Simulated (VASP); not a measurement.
Method: PBE GGA, VASP's PBE PAW potentials (set 64) (plane waves; VASP).

Input for VASP

### INCAR
```
ALGO=Normal
EDIFF=1E-7
EDIFFG=-0.01
ENCUT=480
GGA=PE
IBRION=2
ISIF=3
ISMEAR=0
LASPH=.TRUE.
LCHARG=.FALSE.
LMAXMIX=4
LREAL=.FALSE.
LWAVE=.FALSE.
NELM=100
NSW=40
PREC=Accurate
PSTRESS=200
SIGMA=0.05
SYSTEM=AgCl
```

### KPOINTS
```
Automatic mesh
0
Gamma
8 8 8
0 0 0
```

POSCAR:
```
AgCl
1.0
  0.0000000000   2.7985296693   2.7985296693
  2.7985296693   0.0000000000   2.7985296693
  2.7985296693   2.7985296693   0.0000000000
Ag Cl
1 1
Cart
  0.0000000000   0.0000000000   0.0000000000
  2.7985296693   2.7985296693   2.7985296693
```

POTCAR, in this order: Ag Cl (PBE.64 set). Program: vasp_std.

What VASP printed:

OSZICAR:
```
       N       E                     dE             d eps       ncg     rms          rms(c)
DAV:   1     0.949210488264E+02    0.94921E+02   -0.83106E+03   786   0.115E+03
DAV:   2    -0.168368575546E+01   -0.96605E+02   -0.89814E+02   904   0.244E+02
DAV:   3    -0.555961779883E+01   -0.38759E+01   -0.38665E+01   879   0.524E+01
DAV:   4    -0.558946625115E+01   -0.29848E-01   -0.29847E-01   864   0.514E+00
DAV:   5    -0.558992249001E+01   -0.45624E-03   -0.45624E-03   884   0.633E-01    0.594E+00
DAV:   6    -0.540527102447E+01    0.18465E+00   -0.33578E-01   818   0.790E+00    0.391E+00
DAV:   7    -0.540152236835E+01    0.37487E-02   -0.10387E-01   759   0.259E+00    0.194E+00
DAV:   8    -0.540088728879E+01    0.63508E-03   -0.57357E-03   789   0.945E-01    0.299E-01
DAV:   9    -0.540094300553E+01   -0.55717E-04   -0.71977E-04   839   0.402E-01    0.470E-02
DAV:  10    -0.540101282756E+01   -0.69822E-04   -0.11713E-04   784   0.108E-01    0.272E-02
DAV:  11    -0.540101996479E+01   -0.71372E-05   -0.70290E-06   819   0.239E-02    0.501E-03
DAV:  12    -0.540102000922E+01   -0.44429E-07   -0.31289E-07   869   0.747E-03
   1 F= 0.70892636E-01 E0= 0.70892636E-01  d E =0.708926E-01
       N       E                     dE             d eps       ncg     rms          rms(c)
DAV:   1    -0.402880107604E+02   -0.34887E+02   -0.56351E+02   759   0.250E+02    0.707E+01
DAV:   2    -0.760441972644E+01    0.32684E+02   -0.17745E+02   754   0.140E+02    0.142E+01
DAV:   3    -0.388806332916E+01    0.37164E+01   -0.12118E+01   779   0.531E+01    0.102E+01
DAV:   4    -0.370502934283E+01    0.18303E+00   -0.23611E+00   824   0.121E+01    0.815E+00
DAV:   5    -0.371928809239E+01   -0.14259E-01   -0.80973E-02   879   0.437E+00    0.392E+00
DAV:   6    -0.371852653379E+01    0.76156E-03   -0.50071E-02   829   0.208E+00    0.489E-01
DAV:   7    -0.371847984942E+01    0.46684E-04   -0.35962E-03   849   0.633E-01    0.259E-01
DAV:   8    -0.371861061010E+01   -0.13076E-03   -0.23561E-04   852   0.210E-01    0.167E-01
DAV:   9    -0.371869962523E+01   -0.89015E-04   -0.94801E-05   869   0.105E-01    0.544E-02
DAV:  10    -0.371869722620E+01    0.23990E-05   -0.11188E-05   774   0.305E-02    0.226E-02
DAV:  11    -0.371869719259E+01    0.33610E-07   -0.80272E-07   844   0.982E-03
   2 F= -.12258639E+00 E0= -.12258639E+00  d E =-.193479E+00
       N       E                     dE             d eps       ncg     rms          rms(c)
DAV:   1    -0.101419534797E+02   -0.64233E+01   -0.10328E+02   754   0.119E+02    0.174E+01
DAV:   2    -0.551762805302E+01    0.46243E+01   -0.96425E+00   764   0.441E+01    0.909E+00
DAV:   3    -0.501256692626E+01    0.50506E+00   -0.13205E+00   789   0.135E+01    0.665E+00
DAV:   4    -0.496807606647E+01    0.44491E-01   -0.77097E-02   814   0.287E+00    0.178E+00
DAV:   5    -0.496341814643E+01    0.46579E-02   -0.11573E-02   869   0.153E+00    0.766E-01
DAV:   6    -0.496312295225E+01    0.29519E-03   -0.31599E-03   819   0.777E-01    0.861E-02
DAV:   7    -0.496314070795E+01   -0.17756E-04   -0.46274E-04   854   0.258E-01    0.727E-02
DAV:   8    -0.496313836740E+01    0.23406E-05   -0.24813E-05   764   0.553E-02    0.241E-02
DAV:   9    -0.496314376426E+01   -0.53969E-05   -0.68706E-06   807   0.270E-02    0.795E-03
DAV:  10    -0.496314374529E+01    0.18973E-07   -0.81263E-08   612   0.427E-03
   3 F= -.63985197E+00 E0= -.63985197E+00  d E =-.710745E+00
       N       E                     dE             d eps       ncg     rms          rms(c)
DAV:   1    -0.494550521575E+01    0.17639E-01   -0.89783E-02   754   0.341E+00    0.497E-01
DAV:   2    -0.494100077396E+01    0.45044E-02   -0.12033E-02   754   0.142E+00    0.188E-01
DAV:   3    -0.494066091516E+01    0.33986E-03   -0.89522E-04   784   0.252E-01    0.119E-01
DAV:   4    -0.494064363865E+01    0.17277E-04   -0.52885E-05   822   0.650E-02    0.396E-02
DAV:   5    -0.494064711136E+01   -0.34727E-05   -0.78955E-06   874   0.485E-02    0.757E-03
DAV:   6    -0.494064757635E+01   -0.46499E-06   -0.31280E-06   794   0.235E-02    0.237E-03
DAV:   7    -0.494064741564E+01    0.16071E-06   -0.17011E-07   387   0.478E-03    0.103E-03
DAV:   8    -0.494064747901E+01   -0.63370E-07   -0.17561E-08   377   0.136E-03
   4 F= -.64045194E+00 E0= -.64045194E+00  d E =-.711345E+00
       N       E                     dE             d eps       ncg     rms          rms(c)
DAV:   1    -0.492318582243E+01    0.17462E-01   -0.78942E-02   754   0.320E+00    0.467E-01
DAV:   2    -0.491923090965E+01    0.39549E-02   -0.10545E-02   754   0.133E+00    0.178E-01
DAV:   3    -0.491893159682E+01    0.29931E-03   -0.78489E-04   784   0.236E-01    0.112E-01
DAV:   4    -0.491891673116E+01    0.14866E-04   -0.47080E-05   822   0.612E-02    0.372E-02
DAV:   5    -0.491892007114E+01   -0.33400E-05   -0.69866E-06   874   0.457E-02    0.716E-03
DAV:   6    -0.491892051311E+01   -0.44197E-06   -0.27844E-06   794   0.222E-02    0.222E-03
DAV:   7    -0.491892036546E+01    0.14765E-06   -0.15120E-07   382   0.453E-03    0.970E-04
DAV:   8    -0.491892042359E+01   -0.58131E-07   -0.15530E-08   377   0.129E-03
   5 F= -.64026803E+00 E0= -.64026803E+00  d E =-.711161E+00
       N       E                     dE             d eps       ncg     rms          rms(c)
DAV:   1    -0.495923042205E+01   -0.40310E-01   -0.16654E-01   754   0.465E+00    0.673E-01
DAV:   2    -0.495099059307E+01    0.82398E-02   -0.21652E-02   754   0.194E+00    0.263E-01
DAV:   3    -0.495033632319E+01    0.65427E-03   -0.17264E-03   784   0.359E-01    0.168E-01
DAV:   4    -0.495027545191E+01    0.60871E-04   -0.10071E-04   827   0.952E-02    0.522E-02
DAV:   5    -0.495026629343E+01    0.91585E-05   -0.19537E-05   884   0.759E-02    0.896E-03
DAV:   6    -0.495026542067E+01    0.87277E-06   -0.72222E-06   759   0.373E-02    0.273E-03
DAV:   7    -0.495026546913E+01   -0.48466E-07   -0.36210E-07   731   0.698E-03
   6 F= -.64029754E+00 E0= -.64029754E+00  d E =-.295066E-04
       N       E                     dE             d eps       ncg     rms          rms(c)
DAV:   1    -0.493741063197E+01    0.12855E-01   -0.38673E-02   754   0.224E+00    0.326E-01
DAV:   2    -0.493547105823E+01    0.19396E-02   -0.51561E-03   754   0.933E-01    0.124E-01
DAV:   3    -0.493532524032E+01    0.14582E-03   -0.38722E-04   784   0.166E-01    0.788E-02
DAV:   4    -0.493531974301E+01    0.54973E-05   -0.22918E-05   822   0.431E-02    0.259E-02
DAV:   5    -0.493532235937E+01   -0.26164E-05   -0.35357E-06   879   0.325E-02    0.488E-03
DAV:   6    -0.493532264804E+01   -0.28868E-06   -0.13929E-06   784   0.158E-02    0.152E-03
DAV:   7    -0.493532255640E+01    0.91642E-07   -0.75718E-08   377   0.322E-03
   7 F= -.64047409E+00 E0= -.64047409E+00  d E =-.206055E-03
```

OUTCAR:
```
------------------------ aborting loop because EDIFF is reached ----------------------------------------
  FORCE on cell =-STRESS in cart. coord.  units (eV):
  Direction    XX          YY          ZZ          XY          YZ          ZX
  --------------------------------------------------------------------------------------
  Total        4.2957563      4.2957563      4.2957563      0.0000000      0.0000000      0.0000000
  in kB      200.0422743    200.0422743    200.0422743      0.0000000      0.0000000      0.0000000
  external PRESSURE =       0.0422743 kB  Pullay stress =     200.0000000 kB
  volume of cell :       34.41
      direct lattice vectors                 reciprocal lattice vectors
     0.000000000  2.581464432  2.581464432    -0.193688510  0.193688510  0.193688510
     2.581464432  0.000000000  2.581464432     0.193688510 -0.193688510  0.193688510
     2.581464432  2.581464432  0.000000000     0.193688510  0.193688510 -0.193688510
  FREE ENERGIE OF THE ION-ELECTRON SYSTEM (eV)
  ---------------------------------------------------
  free  energy   TOTEN  =        -4.9353225564 eV

  energy  without entropy=       -4.9353225564  energy(sigma->0) =       -4.93532256
  enthalpy is  TOTEN    =        -0.6404740867 eV   P V=        4.2948484697

 reached required accuracy - stopping structural energy minimisation
```
(Selected blocks of OUTCAR.)

**CONTCAR**
```
AgCl
   1.00000000000000
     0.0000000000000000    2.5814644318686977    2.5814644318686972
     2.5814644318686977    0.0000000000000000    2.5814644318686972
     2.5814644318686977    2.5814644318686977    0.0000000000000000
  Ag              Cl
     1     1
Direct
     0.0000000000000000    0.0000000000000000    0.0000000000000000
     0.5000000000000000    0.5000000000000000    0.5000000000000000
```

Energy and stress use the plane-wave basis of the starting cell.

The compound is AgCl in the rock salt structure. This run relaxes it under an external pressure of 20 GPa. Symmetry was kept, so distortions that lower it aren't found.
